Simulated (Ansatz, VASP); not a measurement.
# Si2Ni (NiSi2 strained to the junction's net) in two plane-wave programs, part 2 of 2

Wanted: the spread between two codes on one cell, functional and k mesh. The cell is generated by rule, not measured, and may not be a known phase. Of the first pair: The structure shown is the start of the Ansatz relaxation below; VASP solves that cell, so the two are compared at the walk's first step.

VASP 6.6.1 and Ansatz 0.2.0.

So far. Step 4 (Comparison): The forces differ by 0.6 meV/Å r.m.s., which is 1.3 % of the r.m.s. force of 0.049 eV/Å (both taken over all components).

## 5. Ansatz: relaxation, PBE

Level of this step: Ansatz beside VASP: Kohn-Sham DFT, plane waves, PBE (Ansatz).

This run makes the geometry at which the two programs are then compared. The cell compared in this pair holds 120.36 Å³, against 119.28 Å³ for the pair before.

The structure compared here is the end of the Ansatz relaxation.

Input file input.yaml:

```yaml
crystal:
  lattice:
    - [3.82, 0.0, 0.0]
    - [-1.91, 3.3082170425, 0.0]
    - [0.0, 0.0, 9.4386254325]
  atoms:
    - { symbol: Si, position: [0.0, 0.0, 0.0] }
    - { symbol: Ni, position: [0.6666666667, 0.3333333333, 0.0833333333] }
    - { symbol: Si, position: [0.3333333333, 0.6666666667, 0.1666666667] }
    - { symbol: Si, position: [0.6666666667, 0.3333333333, 0.3333333333] }
    - { symbol: Ni, position: [0.3333333333, 0.6666666667, 0.4166666667] }
    - { symbol: Si, position: [0.0, 0.0, 0.5] }
    - { symbol: Si, position: [0.3333333333, 0.6666666667, 0.6666666667] }
    - { symbol: Ni, position: [0.0, 0.0, 0.75] }
    - { symbol: Si, position: [0.6666666667, 0.3333333333, 0.8333333333] }
kpoints:
  mp_grid: { grid: [12, 12, 3] }
scf:
  occupations: { method: fermi_dirac, width: 0.1 }
  max_iter: 150
hamiltonian:
  xc: pbe
relax:
  f_tol: 0.01
  max_steps: 40
  cell: { fix: [a, b, angles] }
```

Command:

```console
ansatz run input.yaml --threads 8 --pin off --max-ram 24576MiB --backend cpu --events-out ev --progress --plain --runs-dir out
```

Numbers of over 12 decimals in the logs are rounded to 6 here.

The log of the run:

```text
[...]
Crystal: 9 atoms, lattice volume = 119.280 Å³
Basis set: ecut = 420 eV, 2287 PW (Γ), exchange–correlation on 54×54×128 points (8 copies of the dense FFT grid, shifted against one another)
Bands: 48, of which v1, the nominal top of the filled ones, is band 39 counted from 1 (38 counted from 0)
Symmetry: 36 space group operations
[...]
k-points: 50 of 432
[...]
- { symbol: Ni, position: [0.666667, 0.333333, 0.083333] }
    - { symbol: Si, position: [0.333333, 0.666667, 0.168398] }
    - { symbol: Si, position: [0.666667, 0.333333, 0.331602] }
    - { symbol: Ni, position: [0.333333, 0.666667, 0.416667] }
    - { symbol: Si, position: [5.482604993682104e-19, 0, 0.501731] }
    - { symbol: Si, position: [0.333333, 0.666667, 0.664936] }
    - { symbol: Ni, position: [0, 0, 0.750000] }
    - { symbol: Si, position: [0.666667, 0.333333, 0.835064] }
[key lines of the parts left out:]
SCF converged after 6 iterations
Free energy (F): -21337.245527 eV
Fermi energy:    12.977919 eV
P = ⅓ Tr σ = 0.9001 GPa (9.001 kbar)
```

## 6. VASP: single point, PBE, relaxed cell, pair 2

The same cell, functional, mesh and smearing now go to VASP, with its own data sets.

Input file INCAR:

```
SYSTEM = Si2Ni
PREC = Accurate
ENCUT = 600
EDIFF = 1E-06
NELM = 120
ISMEAR = -1
SIGMA = 0.1
LREAL = .FALSE.
ALGO = Normal
GGA = PE
NBANDS = 36
LASPH = .TRUE.
LORBIT = 11
LWAVE = .FALSE.
LCHARG = .FALSE.
ISIF = 2
GGA_COMPAT = .FALSE.
KPAR = 2
```

Input file POSCAR:

```
Si2Ni
1.0
    3.8200000000      0.0000000000      0.0000000000
   -1.9100000000      3.3082170425      0.0000000000
    0.0000000000      0.0000000000      9.5237702665
Si Ni
6 3
Direct
    0.0000000000      0.0000000000      0.9982691399
    0.3333333333      0.6666666667      0.1683975268
    0.6666666667      0.3333333333      0.3316024732
    0.0000000000      0.0000000000      0.5017308601
    0.3333333333      0.6666666667      0.6649358066
    0.6666666667      0.3333333333      0.8350641934
    0.6666666667      0.3333333333      0.0833333333
    0.3333333333      0.6666666667      0.4166666667
    0.0000000000      0.0000000000      0.7500000000
```

Input file KPOINTS:

```
Automatic mesh
0
Gamma
12 12 3
0 0 0
```

PAW data sets: Si and Ni (PBE family, release 64).

Command:

```console
mpirun -np 2 vasp_std
```

The log of the run:

```text
[... set-up lines as in an earlier step ...]
 entering main loop
       N       E                     dE             d eps       ncg     rms          rms(c)
DAV:   1     0.355585464991E+03    0.35559E+03   -0.25034E+04  3600   0.176E+03
DAV:   2    -0.250268413521E+02   -0.38061E+03   -0.36652E+03  3612   0.368E+02
DAV:   3    -0.568451718202E+02   -0.31818E+02   -0.30517E+02  4260   0.118E+02
DAV:   4    -0.581491378004E+02   -0.13040E+01   -0.12890E+01  4480   0.218E+01
[...]
DAV:  13    -0.521416061600E+02    0.74511E-04   -0.47551E-04  4688   0.346E-01    0.243E-02
DAV:  14    -0.521416146476E+02   -0.84876E-05   -0.58269E-05  4252   0.506E-02    0.240E-02
DAV:  15    -0.521416148214E+02   -0.17375E-06   -0.26807E-06  3592   0.126E-02
   1 F= -.52141615E+02 E0= -.52097989E+02  d E =-.872518E-01
```

OUTCAR, selected parts (step 6):

```text
  Total        0.9724400      0.9724400     -0.0268151      0.0000000      0.0000000      0.0000000
  in kB       12.9451516     12.9451516     -0.3569636      0.0000000      0.0000000      0.0000000
  external PRESSURE =       8.5111132 kB  Pullay stress =       0.0000000 kB

 POSITION                                       TOTAL-FORCE (eV/Angst)
 -----------------------------------------------------------------------------------
      0.00000      0.00000      9.50729         0.000000     -0.000000     -0.004429
     -0.00000      2.20548      1.60378        -0.000000     -0.000000      0.004429
      1.91000      1.10274      3.15811         0.000000     -0.000000     -0.004429
      0.00000      0.00000      4.77837        -0.000000      0.000000      0.004429
     -0.00000      2.20548      6.33270         0.000000      0.000000     -0.004429
      1.91000      1.10274      7.95296        -0.000000      0.000000      0.004429
      1.91000      1.10274      0.79365         0.000000     -0.000000     -0.000000
     -0.00000      2.20548      3.96824        -0.000000      0.000000     -0.000000
      0.00000      0.00000      7.14283        -0.000000     -0.000000     -0.000000
 -----------------------------------------------------------------------------------
    total drift:                                0.000000      0.000000     -0.000000

  FREE ENERGIE OF THE ION-ELECTRON SYSTEM (eV)
  ---------------------------------------------------
  free  energy   TOTEN  =       -52.1416148214 eV

  energy  without entropy=      -52.0543629797  energy(sigma->0) =      -52.09798890

[... 1 part as in an earlier step ...]

[... 2 further parts left out ...]
[key lines of the parts left out:]
E-fermi :  10.1798
```

The run ends at a pressure of 0.85 GPa, with forces up to 0.0044 eV/Å.

## 7. Comparison

What differs besides the data sets and the points named for the pairs above, as far as they apply: the data sets hold 78 valence electrons in Ansatz (on its default PAW (the set named soft_2) files) and 54 in VASP; the cutoff is 420 eV in Ansatz and 600 eV in VASP; Ansatz's pressure holds a Pulay correction, VASP's none. Total energies have different zeros and are not compared.

The two programs side by side:

```
      quantity  Ansatz  VASP  difference
pressure (GPa)    0.90  0.85       +0.05
```

At this near-relaxed geometry the largest component of a force difference is 3 meV/Å.

## 8. What came out

```yaml
r_m_s_force_difference_single_point_pbe_start_cell_pair_1: 0.64 meV/Å
difference_in_pressure_single_point_pbe_relaxed_cell_pair_2: 0.049 GPa
```

What this shows: The r.m.s. force difference is 0.64 meV/Å (single point, PBE, start cell, pair 1), within the 12 meV/Å picked in this series as the mark of a large difference. The data sets hold unlike numbers of valence electrons (78 in Ansatz and 54 in VASP), so part of the differences comes from the potentials. How closely two codes agree says nothing of how well the functional describes the real material.

[Lines on the potential files, build, host, timing and source positions are cut from VASP's logs without a mark.]

[Logs are printed without paths, hosts, clocks, repeated set-up lines and the standing remarks that a program may print on its own settings, such as how far it seeks lower states.]

[Hosts, paths, dates, database ids (printed as entryN), source tags and the programs' standing remarks are cut or masked in the printed files.]
